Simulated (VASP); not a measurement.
These are PBE GGA, VASP's PBE PAW potentials (set 64) (plane waves; VASP) values and carry that method's errors.

A VASP calculation is set up with these files.

INCAR:
```
ALGO=Normal
EDIFF=1E-6
EDIFFG=-0.02
ENCUT=500
GGA=PE
IBRION=2
ISIF=3
ISMEAR=1
LASPH=T
LCHARG=F
LMAXMIX=4
LREAL=F
LWAVE=F
NELM=100
NSW=40
PREC=Accurate
SIGMA=0.1
SYSTEM=PdIn
```

**KPOINTS**
```
Regular mesh
0
G
  11 11 11
```

POSCAR:
```
PdIn
1
    3.3063622438     0.0000000000    -0.0000000000
    0.0000000000     3.3063622438     0.0000000000
   -0.0000000000     0.0000000000     3.3063622438
In Pd
1 1
Direct
  0.5000000000   0.5000000000   0.5000000000
  0.0000000000   0.0000000000   0.0000000000
```

POTCAR, in this order: In_d Pd (PBE.64 set). Program: vasp_std.

The run wrote:

OSZICAR:
```
       N       E                     dE             d eps       ncg     rms          rms(c)
DAV:   1     0.157729847461E+03    0.15773E+03   -0.11179E+04  1733   0.194E+03
DAV:   2    -0.124751961481E+01   -0.15898E+03   -0.15544E+03  1750   0.402E+02
DAV:   3    -0.881220033433E+01   -0.75647E+01   -0.74331E+01  2121   0.920E+01
DAV:   4    -0.894237988614E+01   -0.13018E+00   -0.13016E+00  2003   0.117E+01
DAV:   5    -0.894883711057E+01   -0.64572E-02   -0.64572E-02  2530   0.238E+00    0.600E+00
DAV:   6    -0.878865862951E+01    0.16018E+00   -0.39213E-01  2030   0.967E+00    0.283E+00
DAV:   7    -0.875636567717E+01    0.32293E-01   -0.71495E-02  2231   0.501E+00    0.124E+00
DAV:   8    -0.875023752101E+01    0.61282E-02   -0.21495E-02  1897   0.145E+00    0.380E-01
DAV:   9    -0.874953958154E+01    0.69794E-03   -0.19227E-03  2184   0.742E-01    0.496E-02
DAV:  10    -0.874954613033E+01   -0.65488E-05   -0.41387E-05  2236   0.940E-02    0.245E-02
DAV:  11    -0.874954794567E+01   -0.18153E-05   -0.56710E-06  1995   0.250E-02    0.262E-03
DAV:  12    -0.874954831433E+01   -0.36866E-06   -0.30512E-07  1141   0.729E-03
   1 F= -.87495483E+01 E0= -.87490841E+01  d E =-.874955E+01
```

File OUTCAR:
```
------------------------ aborting loop because EDIFF is reached ----------------------------------------
  FORCE on cell =-STRESS in cart. coord.  units (eV):
  Direction    XX          YY          ZZ          XY          YZ          ZX
  --------------------------------------------------------------------------------------
  Total       -0.0368286     -0.0368286     -0.0368286      0.0000000      0.0000000      0.0000000
  in kB       -1.6324678     -1.6324678     -1.6324678      0.0000000      0.0000000      0.0000000
  external PRESSURE =      -1.6324678 kB  Pullay stress =       0.0000000 kB
  volume of cell :       36.15
      direct lattice vectors                 reciprocal lattice vectors
     3.306362244  0.000000000  0.000000000     0.302447199  0.000000000  0.000000000
     0.000000000  3.306362244  0.000000000     0.000000000  0.302447199  0.000000000
     0.000000000  0.000000000  3.306362244     0.000000000  0.000000000  0.302447199
 POSITION                                       TOTAL-FORCE (eV/Angst)
 -----------------------------------------------------------------------------------
      1.65318      1.65318      1.65318         0.000000      0.000000      0.000000
      0.00000      0.00000      0.00000         0.000000      0.000000      0.000000
 -----------------------------------------------------------------------------------
    total drift:                                0.000000      0.000000     -0.000000
  FREE ENERGIE OF THE ION-ELECTRON SYSTEM (eV)
  ---------------------------------------------------
  free  energy   TOTEN  =        -8.7495483143 eV

  energy  without entropy=       -8.7481556065  energy(sigma->0) =       -8.74908408

 reached required accuracy - stopping structural energy minimisation
```
(Selected blocks of OUTCAR.)

The compound is PdIn in the CsCl type structure. It was relaxed first, which changed the volume by +5 %. The electron count is odd and the run is not spin-polarised, which forces a metal.
